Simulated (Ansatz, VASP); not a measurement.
**Zn (Zn(0001), 6 layers): VASP beside Ansatz**

One calculation is typed for both programs; each brings its own data sets. How far apart do they land? The cell is taken from a series of runs on this material, whose earlier steps may have relaxed, scaled, displaced or heated it; both programs get it as it stands.

Program: Ansatz 0.2.0. Level of theory: plane waves, with VASP 6.6.1 beside it; single point at PBE. Results are calculated unless marked as measured.

## Step 1: Set-up

The cell holds 6 atoms: 6 Zn. Cell: a = 2.660 Å, b = 2.660 Å, c = 28.342 Å, α = 90.0°, β = 90.0°, γ = 60.0°. Vacuum lies along c.

## Step 2: Ansatz: single point, PBE

Ansatz runs on its default PAW (the set named soft_2) files.

With cell and atoms fixed, the geometry can't cause a difference; cores, projectors, grids and the points listed under the comparison can.

Input file input.yaml:

```yaml
crystal:
  lattice:
    - [2.66, 0.0, 0.0]
    - [1.33, 2.3036275741, 0.0]
    - [0.0, 0.0, 28.3424]
  atoms:
    - { symbol: Zn, position: [0.6666666667, 0.6666666667, 0.2772200829] }
    - { symbol: Zn, position: [0.0, 0.0, 0.3664728663] }
    - { symbol: Zn, position: [0.6666666667, 0.6666666667, 0.4564525234] }
    - { symbol: Zn, position: [0.0, 0.0, 0.5435474766] }
    - { symbol: Zn, position: [0.6666666667, 0.6666666667, 0.6335271337] }
    - { symbol: Zn, position: [0.0, 0.0, 0.7227799171] }
kpoints:
  mp_grid: { grid: [12, 12, 1] }
hamiltonian:
  xc: pbe
scf:
  occupations: { method: fermi_dirac, width: 0.1 }
  convergence: { dr2_threshold: 1.0e-08 }
efield:
  axis: 3
  dipole_correction: true
  ramp_position: 0.97
  ramp_width: 0.04
output:
  write_potential: true
  write_density: true
  volumetric_format: npy
```

Started as:

```bash
$ ansatz run input.yaml --threads 8 --pin off --max-ram 16384MiB --backend cpu --events-out ev --progress --plain --runs-dir out
```

Numbers of over 12 decimals in the logs are rounded to 6 here.

What it wrote:

```text
Engine: ansatz 0.2.0, aarch64-unknown-linux-gnu
Pseudopotentials: kind: paw
Pseudopotential: Zn, paw, valence charge 12, recommended cutoff 420 eV (normal), Zn.paw.azcp
Functional definition: PBE
  parameter kappa = 0.804
  parameter beta = 0.066725
  exchange = pbe_x(kappa = kappa, mu = beta*pi^2/3)
  correlation = pbe_c(beta = beta)
Crystal: 6 atoms, lattice volume = 173.672 Å³
Basis set: ecut = 420 eV, 3461 PW (Γ)
Bands: 44, of which v1, the nominal top of the filled ones, is band 36 counted from 1 (35 counted from 0)
Symmetry: 6 space group operations
k-points: 19 of 144 (time reversal used)
Non-local potential: Zn, projectors of the file, l = 0: 2, l = 1: 2, l = 2: 3, l = 3: 1
PAW form: soft (Blöchl's): semilocal exchange-correlation on the pseudo side does not see the compensation charge
PAW one-centre angular grid: Zn, 590 points (default); XC on 64 Gauss nodes
Initial density: superposition of atomic densities (neutral atoms: chi_scale 0, normalization atom), corrected by the library's trained network
Initial wavefunctions: pseudopotential atomic-orbital guess
Functional: x = pbe(κ = 0.804, μ = 0.219515), c = pbe(β = 0.066725)
SCF iter   1: F=—  HF=-19913.971206 eV  |F-HF|=—  |Δ(HF+E_count)|=         —  Δρ=2.02e-3  dr2=1.54e-1  ethr=1.77e-3  p=0.001 e·Å  D=7.51e-4 V/Å  ΔV_dip=-0.02 eV  dr2_dipole=2.10e-4  V_vac-E_F(+/−)=3.90/3.93 eV  ⟨swp⟩=13.4  Hψ=5241  notcnv=0  defer=9
efield: sawtooth ramp at fractional position 0.9700 (set: `efield.ramp_position`, or a place that a band, a saddle search or an elastic batch's reference lends), width 0.0400; the density the first Hamiltonian is built on has a dipole p = 0.001 e·Å; the dipole correction subtracts the counter field D = 7.51e-4 V/Å, which shifts the + side's vacuum level by -0.02 eV against the − side's; the planar-averaged density in the ramp window peaks in size at 3.4e-5 e/Å³
preconditioner: auto → LDOS  [metal: Δε(μ)=0.047 eV  Ē_g=10.514 eV  σ=0.100 eV  W_gap=0.12  n_scr=20 (ndim 8)  ℏωp=23.9 eV  f_vac=0.435  D(μ)=1.44/eV (n_scr^D=10)  β→1.0]
SCF iter   2: F=—  HF=-19913.970289 eV  |F-HF|=—  |Δ(HF+E_count)|=   9.17e-4  Δρ=2.18e-3  dr2=1.36e-2  ethr=2.14e-4  p=0.000 e·Å  D=7.77e-5 V/Å  ΔV_dip=-0.00 eV  dr2_dipole=9.67e-7  V_vac-E_F(+/−)=4.03/4.04 eV  ⟨swp⟩=2.7  Hψ=1511  notcnv=0  defer=16
SCF iter   3: F=—  HF=-19913.967561 eV  |F-HF|=—  |Δ(HF+E_count)|=   2.73e-3  Δρ=1.17e-3  dr2=1.42e-3  ethr=1.89e-5  p=0.000 e·Å  D=8.24e-5 V/Å  ΔV_dip=-0.00 eV  dr2_dipole=1.86e-6  V_vac-E_F(+/−)=4.03/4.03 eV  ⟨swp⟩=2.0  Hψ=1569  notcnv=0  defer=16
SCF iter   4: F=—  HF=-19913.966973 eV  |F-HF|=—  |Δ(HF+E_count)|=   5.88e-4  Δρ=3.38e-4  dr2=2.25e-4  ethr=1.97e-6  p=0.000 e·Å  D=5.65e-5 V/Å  ΔV_dip=-0.00 eV  dr2_dipole=8.17e-7  V_vac-E_F(+/−)=4.03/4.03 eV  ⟨swp⟩=2.3  Hψ=1590  notcnv=0  defer=16
SCF iter   5: F=—  HF=-19913.966916 eV  |F-HF|=—  |Δ(HF+E_count)|=   5.68e-5  Δρ=5.84e-5  dr2=1.47e-5  ethr=3.13e-7  p=0.000 e·Å  D=3.14e-5 V/Å  ΔV_dip=-0.00 eV  dr2_dipole=2.29e-7  V_vac-E_F(+/−)=4.04/4.04 eV  ⟨swp⟩=2.2  Hψ=1574  notcnv=0  defer=16
SCF iter   6: F=—  HF=-19913.966921 eV  |F-HF|=—  |Δ(HF+E_count)|=   4.96e-6  Δρ=1.97e-5  dr2=9.99e-7  ethr=2.04e-8  p=0.000 e·Å  D=9.94e-6 V/Å  ΔV_dip=-0.00 eV  dr2_dipole=1.25e-8  V_vac-E_F(+/−)=4.04/4.04 eV  ⟨swp⟩=2.5  Hψ=1452  notcnv=0  defer=16
SCF iter   7: F=—  HF=-19913.966922 eV  |F-HF|=—  |Δ(HF+E_count)|=   6.82e-7  Δρ=1.22e-5  dr2=2.50e-7  ethr=1.39e-9  p=0.000 e·Å  D=4.09e-6 V/Å  ΔV_dip=-0.00 eV  dr2_dipole=3.37e-10  V_vac-E_F(+/−)=4.05/4.05 eV  ⟨swp⟩=2.0  Hψ=1523  notcnv=0  defer=14
SCF iter   8: F=—  HF=-19913.966922 eV  |F-HF|=—  |Δ(HF+E_count)|=   4.40e-8  Δρ=2.91e-6  dr2=2.24e-8  ethr=3.48e-10  p=0.000 e·Å  D=3.09e-6 V/Å  ΔV_dip=-0.00 eV  dr2_dipole=4.61e-11  V_vac-E_F(+/−)=4.05/4.05 eV  ⟨swp⟩=2.0  Hψ=1468  notcnv=0  defer=14
SCF iter   9: F=-19913.966922 eV  HF=-19913.966922 eV  |F-HF|=6.40e-10  |Δ(HF+E_count)|=   5.77e-9  Δρ=6.69e-7  dr2=1.90e-9  ethr=1.39e-11  p=0.000 e·Å  D=2.42e-6 V/Å  ΔV_dip=-0.00 eV  dr2_dipole=5.04e-13  V_vac-E_F(+/−)=4.05/4.05 eV  ⟨swp⟩=9.6  Hψ=2881  notcnv=0
SCF 1 converged in 9 iterations: F = -19913.966922 eV  dr2 = 1.90e-9
  greatest PAW one-centre occupation: 0.982 electrons in one spin orbital (limit 2), on the Zn atom at site 0 (counted from 0), in its partial waves of l = 2
WARN: The output density's exchange-correlation potential varies sharply where the density is thin. Do not read a vacuum level from v_tot or v_xc, or from such a field of the output density. On a cell that repeats whose density bears no net charge and no dipole along the vacuum's axis use v_es (v_loc + v_h of the components); under efield.dipole_correction with no amplitude use v_es + v_field, which holds any externa [...]
SCF converged after 9 iterations
Free energy (F): -19913.966922 eV
Harris-Foulkes:  -19913.966922 eV  (|F-HF|=6.40e-10)
Internal energy: -19913.921846 eV  (E = F + TS)
E sigma→0 (E₀):  -19913.944384 eV
Entropy (-TS):   -0.045076 eV (-7.513 meV/atom)
Fermi energy:    3.936393 eV
Dipole field:    D = 0.000001 V/Å  (p = 0.000001 e·Å, saw-weighted, corrected)
Work function:   Φ+ = 4.0469 eV   Φ− = 4.0469 eV
Levels:          The Fermi level and band energies are counted from a zero that moves with the ramp; work functions are not
--- Per-component energies (eV) ---
  E_band       = -218.563256
  E_kinetic    = 783.722779
  E_local      = -89763.561369  (includes V_loc(G=0)·N_el)
  E_nonlocal   = 3663.286736
  E_hartree    = 43881.190745
  E_xc         = -824.595599
  E_vxc        = -313.325031  (∫ρ·V_xc dr)
  E_paw        = -10949.090601  (= ΣΔE_a)
  E_vpaw       = -2351.077985  (= ΣTr[D̂ρ^β])
  E_aug_tail   = -0.002160  (compensation charges beyond the density's cutoff)
  E_efield     = 0.000000  (sawtooth field / dipole correction)
  E_vefield    = -0.000028  (∫n·V_field dr)
  E_ewald      = 33295.127623
  E_smearing   = -0.045076  (= −TS)
  E_closure    = -0.000000  (closes the sum)
  Σ components = -19913.966922   (vs F -19913.966922, Δ=0.00e0)
--- Band table (eV; the first three rows and the last of 19) ---
  k-point 0: bands = [... 32 lower, -3.0653, -3.0653, -2.0737, -0.5074, 1.0372, 3.1109, 5.1301, 6.9660, ... 4 higher]
  k-point 1: bands = [... 32 lower, -3.0714, -2.8777, -1.8738, -0.3562, 1.3112, 3.3233, 5.3295, 7.1567, ... 4 higher]
  k-point 2: bands = [... 32 lower, -3.0832, -2.4378, -1.3520, 0.0986, 2.0830, 3.9554, 5.9233, 7.7264, ... 4 higher]
  k-point 18: bands = [... 32 lower, 4.2439, 4.5155, 4.5155, 4.7834, 5.1508, 5.1508, 5.4440, 6.4014, ... 4 higher]
```

## Step 3: VASP: single point, PBE

The same cell, functional, mesh and smearing now go to VASP, with its own data sets.

Lines of VASP's logs that name or quote its potential files are left out, and so is its time.

Input file INCAR:

```
SYSTEM = Zn
PREC = Accurate
ENCUT = 400
EDIFF = 1E-06
NELM = 120
ISMEAR = -1
SIGMA = 0.1
LREAL = .FALSE.
ALGO = Normal
GGA = PE
NBANDS = 44
LORBIT = 11
LWAVE = .FALSE.
LCHARG = .FALSE.
ISIF = 2
LDIPOL = .TRUE.
IDIPOL = 3
DIPOL = 0.5 0.5 0.5
LVHAR = .TRUE.
LASPH = .TRUE.
GGA_COMPAT = .FALSE.
NELMDL = -8
KPAR = 2
```

Input file POSCAR:

```
Zn
1.0
    2.6600000000      0.0000000000      0.0000000000
    1.3300000000      2.3036275741      0.0000000000
    0.0000000000      0.0000000000     28.3424000000
Zn
6
Direct
    0.6666666666      0.6666666666      0.2772200829
    1.0000000000      1.0000000000      0.3664728663
    0.6666666666      0.6666666666      0.4564525234
    1.0000000000      1.0000000000      0.5435474766
    0.6666666666      0.6666666666      0.6335271337
    1.0000000000      1.0000000000      0.7227799171
```

Input file KPOINTS:

```
Automatic mesh
0
Gamma
12 12 1
0 0 0
```

The projector-augmented-wave data sets are Zn (PBE family, release 64).

Started as:

```bash
$ mpirun -np 2 vasp_std
```

What it wrote:

```text
[banner, memory and clock lines left out]
running    2 mpi-ranks, on    1 nodes
 distrk:  each k-point on    1 cores,    2 groups
 distr:  one band on    1 cores,    1 groups

 POSCAR found type information on POSCAR Zn
 POSCAR found :  1 types and       6 ions
 LDA part: xc-table for (Slater+PW92), standard interpolation
 POSCAR, INCAR and KPOINTS ok, starting setup
 FFT: planning ... GRIDC
 FFT: planning ... GRID_SOFT
 FFT: planning ... GRID
 WAVECAR not read
 entering main loop
       N       E                     dE             d eps       ncg     rms          rms(c)
DAV:   1     0.446368421245E+03    0.44637E+03   -0.30787E+04  1672   0.179E+03
DAV:   2     0.330837187554E+02   -0.41328E+03   -0.40463E+03  1688   0.400E+02
DAV:   3    -0.627080327718E+01   -0.39355E+02   -0.39071E+02  1792   0.140E+02
DAV:   4    -0.700030429395E+01   -0.72950E+00   -0.72846E+00  1816   0.206E+01
DAV:   5    -0.700488410510E+01   -0.45798E-02   -0.45794E-02  1844   0.129E+00
DAV:   6    -0.700497345288E+01   -0.89348E-04   -0.89346E-04  1880   0.165E-01
DAV:   7    -0.700497663830E+01   -0.31854E-05   -0.31854E-05  1840   0.224E-02
DAV:   8    -0.700497675128E+01   -0.11298E-06   -0.11305E-06  1288   0.353E-03    0.634E+00
DAV:   9    -0.645839067826E+01    0.54659E+00   -0.29841E+00  1956   0.245E+01    0.481E+00
DAV:  10    -0.644502535295E+01    0.13365E-01   -0.29799E-01  1940   0.117E+01    0.279E+00
DAV:  11    -0.646455324933E+01   -0.19528E-01   -0.50318E-01  1908   0.252E+01    0.915E-01
DAV:  12    -0.642962128005E+01    0.34932E-01   -0.43405E-01  2028   0.122E+01    0.208E-01
DAV:  13    -0.642991387852E+01   -0.29260E-03   -0.41129E-02  1860   0.251E+00    0.172E-01
DAV:  14    -0.643062098500E+01   -0.70711E-03   -0.86291E-03  1764   0.878E-01    0.101E-01
[...]
DAV:  18    -0.643057198337E+01   -0.55670E-05   -0.14515E-05  1760   0.418E-02    0.205E-02
DAV:  19    -0.643058007124E+01   -0.80879E-05   -0.45522E-06  1648   0.416E-02    0.130E-02
DAV:  20    -0.643059728491E+01   -0.17214E-04   -0.99614E-06  1696   0.715E-02    0.189E-03
DAV:  21    -0.643060410112E+01   -0.68162E-05   -0.36613E-06  1504   0.211E-02    0.383E-03
DAV:  22    -0.643060718803E+01   -0.30869E-05   -0.12522E-06  1080   0.234E-02    0.139E-03
DAV:  23    -0.643060842483E+01   -0.12368E-05   -0.90228E-08  1024   0.581E-03    0.751E-04
DAV:  24    -0.643061189840E+01   -0.34736E-05   -0.10241E-07  1076   0.609E-03    0.350E-04
DAV:  25    -0.643061277737E+01   -0.87897E-06   -0.38158E-08   992   0.170E-03
   1 F= -.64306128E+01 E0= -.64081086E+01  d E =-.450083E-01
```

Parts of OUTCAR (step 3):

```text
ion  position               nearest neighbor table
   1  0.667  0.667  0.277-   2 2.96   2 2.96   2 2.96
   2  0.000  0.000  0.366-   1 2.96   1 2.96   1 2.96   3 2.98   3 2.98   3 2.98
   3  0.667  0.667  0.456-   4 2.91   4 2.91   4 2.91   2 2.98   2 2.98   2 2.98
   4  0.000  0.000  0.544-   3 2.91   3 2.91   3 2.91   5 2.98   5 2.98   5 2.98
   5  0.667  0.667  0.634-   6 2.96   6 2.96   6 2.96   4 2.98   4 2.98   4 2.98
   6  0.000  0.000  0.723-   5 2.96   5 2.96   5 2.96

  LATTYP: Found a hexagonal cell.
 ALAT       =     2.6600000000
 C/A-ratio  =    10.6550375939

 Subroutine GETGRP returns: Found 12 space group operations
 (whereof  6 operations were pure point group operations)

The static configuration has the point symmetry C_3v.
 The point group associated with its full space group is D_3d.

 Found     19 irreducible k-points:

   k-points           NKPTS =     19   k-points in BZ     NKDIM =     19   number of bands    NBANDS=     44

   dimension x,y,z NGX =    18 NGY =   18 NGZ =  192
   dimension x,y,z NGXF=    36 NGYF=   36 NGZF=  384

   ENCUT  =  400.0 eV  29.40 Ry    5.42 a.u.   4.34  4.34 46.22*2*pi/ulx,y,z

   NELECT =      72.0000    total number of electrons

 k-points in reciprocal lattice and weights: Automatic mesh
   0.00000000  0.00000000  0.00000000       0.007
   0.08333333 -0.00000000  0.00000000       0.042
   0.16666667  0.00000000  0.00000000       0.042
   0.25000000  0.00000000  0.00000000       0.042
   0.33333333  0.00000000  0.00000000       0.042
   0.41666667  0.00000000  0.00000000       0.042
   0.50000000  0.00000000  0.00000000       0.021
   0.16666667  0.08333333  0.00000000       0.042
   0.25000000  0.08333333  0.00000000       0.083
[...]
-0.41666667  0.25000000  0.00000000       0.083
  -0.33333333  0.33333333  0.00000000       0.014

 dipolmoment           0.000000      0.000000      0.000000 electrons x Angstroem

 average (electrostatic) potential at core
       1 -40.1021       2 -40.3132       3 -40.3817       4 -40.3817       5 -40.3132
       6 -40.1021

 E-fermi :  -0.2331

 k-point     1 :       0.0000    0.0000    0.0000
  band No.  band energies     occupation
    ...
     34      -7.2603      2.00000
     35      -6.2502      2.00000
     36      -4.6829      2.00000
     37      -3.1295      2.00000
     38      -1.0591      1.99948
     39       0.9617      0.00001
     40       2.7997      0.00000
     41       3.4246      0.00000
     42       4.3667      0.00000
     43       4.4748      0.00000
    ...

 k-point     2 :       0.0833   -0.0000    0.0000
  band No.  band energies     occupation
    ...
     34      -7.0632      2.00000
     35      -6.0510      2.00000
     36      -4.5314      2.00000
     37      -2.8564      2.00000
     38      -0.8466      1.99568
     39       1.1614      0.00000
     40       2.9906      0.00000
     41       3.6222      0.00000
     42       4.5641      0.00000
     43       4.6703      0.00000
    ...

 k-point     3 :       0.1667    0.0000    0.0000
  band No.  band energies     occupation
    ...
     34      -6.6191      2.00000
     35      -5.5280      2.00000
     36      -4.0752      2.00000
     37      -2.0863      2.00000
     38      -0.2141      0.90519
     39       1.7562      0.00000
     40       3.5614      0.00000
     41       4.2137      0.00000
     42       5.1525      0.00000
     43       5.2547      0.00000
    ...

  Total       -2.1270925     -2.1270925     -0.1859578      0.0000000      0.0000000      0.0000000
  in kB      -19.6230467    -19.6230467     -1.7155151      0.0000000      0.0000000      0.0000000
  external PRESSURE =     -13.6538695 kB  Pullay stress =       0.0000000 kB

  energy-cutoff  :      400.00
  volume of cell :      173.67
      direct lattice vectors                 reciprocal lattice vectors
     2.660000000  0.000000000  0.000000000     0.375939850 -0.217048973  0.000000000
     1.330000000  2.303627574  0.000000000     0.000000000  0.434097947  0.000000000
     0.000000000  0.000000000 28.342400000     0.000000000  0.000000000  0.035282827

 POSITION                                       TOTAL-FORCE (eV/Angst)
 -----------------------------------------------------------------------------------
      2.66000      1.53575      7.85708        -0.000000      0.000000      0.002627
      0.00000      0.00000     10.38672        -0.000000      0.000000      0.002205
      2.66000      1.53575     12.93696         0.000000      0.000000     -0.083185
      0.00000      0.00000     15.40544        -0.000000      0.000000      0.083185
      2.66000      1.53575     17.95568         0.000000     -0.000000     -0.002205
      0.00000      0.00000     20.48532        -0.000000     -0.000000     -0.002627
 -----------------------------------------------------------------------------------
    total drift:                                0.000000      0.000000      0.000000

  FREE ENERGIE OF THE ION-ELECTRON SYSTEM (eV)
  ---------------------------------------------------
  free  energy   TOTEN  =        -6.4306127774 eV

  energy  without entropy=       -6.3856045219  energy(sigma->0) =       -6.40810865

 vacuum level on the upper side and lower side of the slab         3.813         3.813

 total charge
# of ion       s       p       d       tot
------------------------------------------
    1        0.605   0.401   9.714  10.720
    2        0.599   0.434   9.717  10.750
    3        0.595   0.440   9.720  10.755
    4        0.595   0.440   9.720  10.755
    5        0.599   0.434   9.717  10.750
    6        0.605   0.401   9.714  10.720
--------------------------------------------------
tot          3.597   2.549  58.303  64.449

[... 3 further parts left out ...]
```

## Step 4: Differences

Known differences besides the potentials themselves: the cutoff is 420 eV in Ansatz and 400 eV in VASP. Total energies have different zeros and are not compared.

Both answers:

```tsv
quantity	Ansatz	VASP	difference
work function, lower of the two faces (eV)	4.05	4.05	0.00
work function, higher of the two faces (eV)	4.05	4.05	0.00
```

With vacuum in the cell, a pressure given here is an average over mostly empty space and none of the material.

## Step 5: Outcome

| Item | Value |
| --- | --- |
| difference in work function, higher of the two faces (single point, PBE) | 8.3e-4 eV |

What this shows: The difference in work function, higher of the two faces is 8.3e-4 eV (single point, PBE). How closely two codes agree says nothing of how well the functional describes the real material.

[Lines on the potential files, build, host, timing and source positions are cut from VASP's logs without a mark.]

[Logs are printed without paths, hosts, clocks, repeated set-up lines and the standing remarks that a program may print on its own settings, such as how far it seeks lower states.]

[Hosts, paths, dates, database ids (printed as entryN), source tags and the programs' standing remarks are cut or masked in the printed files.]
